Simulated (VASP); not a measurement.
# Be12H2S in VASP: further runs, part 2 of 2

VASP 6.6.1.

### 3 Single point, PBEsol

File INCAR:

```
SYSTEM = Be12H2S
  PREC = Accurate
  ENCUT = 520
  EDIFF = 1E-6
  ISMEAR = 0
  SIGMA = 0.15
  LREAL = Auto
  LASPH = .True.
  NELM = 100
  ALGO = Normal
  ISIF = 2
  LWAVE = .False.
  LCHARG = .True.
  GGA = PS
  LELF = .True.
  LVHAR = .True.
  NBANDS = 29
```

File KPOINTS:

```
Automatic mesh
0
Gamma
  4 4 1
  0 0 0
```

File POSCAR:

```
Be12H2S
1.0
    4.5800000000      0.0000000000      0.0000000000
    2.2900000000      3.9663960000      0.0000000000
    0.0000000000      0.0000000000     15.5884300000
Be S H
12 1 2
Direct
    0.0000000000      0.0000000000      0.0641500780
    0.5000000000      0.0000000000      0.0641500780
    0.0000000000      0.5000000000      0.0641500780
    0.5000000000      0.5000000000      0.0641500780
   -0.1667376794      0.3324980663      0.1753961752
    0.3354652542      0.3282463476      0.1784267563
   -0.1710566093      0.8346809043      0.1785140004
    0.3363484395      0.8344262651      0.1782542565
    0.0005263742      0.0005075136      0.2879259168
    0.4982196430      0.0002021987      0.3029354464
   -0.0002729674      0.4969123103      0.2883424437
    0.5010009983      0.4980962567      0.2877196100
    0.5800418080      0.9354176940      0.4549105972
    0.7419274829      1.1135345538      0.4657238093
    0.3101704064      1.1674762177      0.5023415443
```

Potentials or basis: VASP PAW PBE potentials, release 64 (Be, S, H).

The run is started by

```bash
> cat potpaw_PBE.64/Be/POTCAR potpaw_PBE.64/S/POTCAR potpaw_PBE.64/H/POTCAR > POTCAR
> mpirun -np 1 vasp_std > vasp.out
```

OUTCAR:

```text
SYSTEM = Be12H2S
   PREC = Accurate
   ENCUT = 520
   EDIFF = 1E-6
   ISMEAR = 0
   LREAL = Auto
   LASPH = .True.
   NELM = 100
   ISIF = 2
   GGA = PS

 ion  position               nearest neighbor table
   1  0.000  0.000  0.064-   5 2.18   8 2.22   7 2.23   3 2.29   3 2.29   4 2.29   4 2.29   2 2.29
                             2 2.29
   2  0.500  0.000  0.064-   6 2.21   8 2.21   7 2.21   4 2.29   3 2.29   4 2.29   3 2.29   1 2.29
                             1 2.29
   3  0.000  0.500  0.064-   5 2.18   7 2.22   6 2.22   1 2.29   1 2.29   2 2.29   2 2.29   4 2.29
                             4 2.29
[... 552 lines left out ...]
     4.580000000  0.000000000  0.000000000     0.218340611 -0.126059022  0.000000000
     2.290000000  3.966396000  0.000000000     0.000000000  0.252118044  0.000000000
     0.000000000  0.000000000 15.588430000     0.000000000  0.000000000  0.064150142

 POSITION                                       TOTAL-FORCE (eV/Angst)
 -----------------------------------------------------------------------------------
      0.00000      0.00000      1.00000        -0.008180     -0.058763     -0.071302
      2.29000      0.00000      1.00000         0.002891     -0.007824      0.211455
      1.14500      1.98320      1.00000         0.035709      0.023661     -0.057892
      3.43500      1.98320      1.00000        -0.045762      0.014539     -0.041533
      4.57776      1.31882      2.73415         0.000174     -0.000795     -0.002779
      2.28812      1.30196      2.78139        -0.001344     -0.003270      0.005908
      5.70798      3.31068      2.78275        -0.002514      0.001384     -0.001036
      3.45131      3.30967      2.77870         0.002046      0.002277      0.002428
      0.00357      0.00201      4.48831        -0.001561     -0.000772      0.012634
      2.28231      0.00080      4.72229         0.001260     -0.000957      0.014757
      5.71668      1.97095      4.49481        -0.003686      0.002049      0.012874
      3.43523      1.97565      4.48510         0.002516      0.000225      0.010789
      4.79870      3.71024      7.09134         0.030999      0.088201     -0.018199
      3.65802      0.45032      7.25990        -0.016946     -0.018122      0.016528
      1.80410      0.66428      7.83072         0.004400     -0.041833     -0.094634
 -----------------------------------------------------------------------------------
    total drift:                                0.001355      0.000933      0.002569

  FREE ENERGIE OF THE ION-ELECTRON SYSTEM (eV)
  ---------------------------------------------------
  free  energy   TOTEN  =       -54.8884120222 eV

  energy  without entropy=      -54.8667705832  energy(sigma->0) =      -54.87759130
```

OSZICAR:

```text
N       E                     dE             d eps       ncg     rms          rms(c)
DAV:   1     0.937360407190E+02    0.93736E+02   -0.10983E+04   580   0.845E+02
DAV:   2    -0.496311236430E+02   -0.14337E+03   -0.13409E+03   780   0.165E+02
DAV:   3    -0.596279990248E+02   -0.99969E+01   -0.97500E+01   752   0.403E+01
[... 12 lines left out ...]
DAV:  16    -0.548880617299E+02   -0.96814E-03   -0.27468E-04   716   0.785E-02    0.356E-02
DAV:  17    -0.548881221916E+02   -0.60462E-04   -0.21879E-05   761   0.228E-02    0.222E-02
DAV:  18    -0.548883969878E+02   -0.27480E-03   -0.54215E-05   644   0.346E-02    0.723E-03
DAV:  19    -0.548884118704E+02   -0.14883E-04   -0.11883E-05   689   0.167E-02    0.701E-03
DAV:  20    -0.548884120222E+02   -0.15176E-06   -0.47835E-07   596   0.343E-03
   1 F= -.54888412E+02 E0= -.54877591E+02  d E =-.216414E-01
```

Wall time 2.2 min (1 thread of AMD EPYC 9R45 (Zen 5), shared host); peak memory 0.36 GiB.

What came out:

| Property | Result |
| --- | --- |
| Free energy | -54.8884 eV |
| Largest force | 0.212 eV/Å |
| Band gap on the k mesh | none (metal or under the smearing width) |

Forces on the atoms (eV/Å):
```
Be  -0.008 -0.059 -0.071
Be   0.003 -0.008  0.211
Be   0.036  0.024 -0.058
Be  -0.046  0.015 -0.042
Be   0.000 -0.001 -0.003
Be  -0.001 -0.003  0.006
Be  -0.003  0.001 -0.001
Be   0.002  0.002  0.002
Be  -0.002 -0.001  0.013
Be   0.001 -0.001  0.015
Be  -0.004  0.002  0.013
Be   0.003  0.000  0.011
S    0.031  0.088 -0.018
H   -0.017 -0.018  0.017
H    0.004 -0.042 -0.095
```

Levels at points of the mesh, in eV from the Fermi level:
```tsv
k point	band 12	band 13	band 14	band 15	band 16	band 17	band 18	band 19	band 20	band 21
(0.00, 0.00, 0.00)	-1.80	-1.76	-1.70	-1.67	-1.67	-1.17	1.83	2.44	2.89	2.99
(0.50, 0.00, 0.00)	-2.02	-1.93	-1.31	0.32	0.52	0.61	1.31	2.45	3.38	3.55
(0.50, 0.50, 0.00)	-2.04	-1.87	-1.34	0.36	0.52	0.57	1.19	2.51	3.38	3.53
(0.00, 0.50, 0.00)	-2.06	-1.83	-1.32	0.42	0.48	0.59	1.28	2.59	3.32	3.46
```

Caveat: the k mesh is coarse (spacing up to 0.40 Å⁻¹), so the values aren't converged; the PAW data sets were made with another functional, which shifts forces and pressure a little.

### 4 Single point, PBEsol

File INCAR:

```
PREC = Accurate ; ENCUT = 520
EDIFF = 1E-6 ; ISMEAR = 0
SIGMA = 0.15 ; LREAL = Auto
LASPH = T ; NELM = 100
ALGO = Normal ; ISIF = 2
LWAVE = F ; LCHARG = T
GGA = PS ; LELF = T
LVHAR = T ; NBANDS = 29
```

File KPOINTS:

```
regular mesh
0
Gamma
  4 4 1
```

File POSCAR:

```
Be12H2S
1.0
    4.5800000000      0.0000000000      0.0000000000
    2.2900000000      3.9663960000      0.0000000000
    0.0000000000      0.0000000000     15.5884300000
Be S H
12 1 2
Direct
    0.0000000000      0.0000000000      0.0641500780
    0.5000000000      0.0000000000      0.0641500780
    0.0000000000      0.5000000000      0.0641500780
    0.5000000000      0.5000000000      0.0641500780
   -0.1663231463      0.3327113581      0.1749758635
    0.3355866075      0.3288874838      0.1783665834
   -0.1711721158      0.8350101704      0.1780426894
    0.3360310271      0.8350724436      0.1780834888
   -0.0007032721      0.0012401687      0.2875028467
    0.4989444461      0.0022325053      0.3023156277
   -0.0007407262      0.4989032865      0.2871742055
    0.5020017486      0.4987467212      0.2872094239
    0.5212931901      0.9563079430      0.4459911614
    0.6236883694      1.1715154009      0.4764691505
    0.2005260840      1.1643194477      0.4755949124
```

The run is started by

```bash
> cat potpaw_PBE.64/Be/POTCAR potpaw_PBE.64/S/POTCAR potpaw_PBE.64/H/POTCAR > POTCAR
> mpirun -np 1 vasp_std > vasp.out
```

Wall time 2.1 min (1 thread of AMD EPYC 9R45 (Zen 5), shared host); peak memory 0.36 GiB.

Results (log left out):

```
Free energy            : -54.9123 eV
Largest force          : 0.184 eV/Å
Band gap on the k mesh : none (metal or under the smearing width)
```

Forces in eV/Å, atoms in the order of the input:
```
Be   0.000 -0.050 -0.106
Be  -0.001  0.007  0.184
Be   0.047  0.019 -0.067
Be  -0.047  0.020 -0.068
Be  -0.001 -0.001 -0.001
Be   0.000 -0.002  0.000
Be   0.000  0.003  0.003
Be   0.002  0.001 -0.001
Be   0.001 -0.001  0.012
Be   0.000  0.002 -0.008
Be  -0.003 -0.001  0.014
Be   0.003  0.004  0.015
S   -0.012  0.075  0.064
H   -0.033 -0.035 -0.021
H    0.043 -0.040 -0.019
```

Levels at points of the mesh, in eV from the Fermi level:
```
           k point  band 12  band 13  band 14  band 15  band 16  band 17  band 18  band 19  band 20  band 21
(0.00, 0.00, 0.00)    -1.81    -1.77    -1.71    -1.68    -1.67    -1.13     1.87     2.29     2.87     2.97
(0.50, 0.00, 0.00)    -2.04    -1.89    -1.25     0.28     0.50     0.59     1.39     2.33     3.36     3.51
(0.50, 0.50, 0.00)    -2.04    -1.89    -1.25     0.29     0.50     0.59     1.40     2.35     3.36     3.51
(0.00, 0.50, 0.00)    -2.07    -1.79    -1.25     0.48     0.49     0.53     1.41     2.92     3.26     3.53
```

Caveat: the k mesh is coarse (spacing up to 0.40 Å⁻¹), so the values aren't converged; the PAW data sets were made with another functional, which shifts forces and pressure a little.
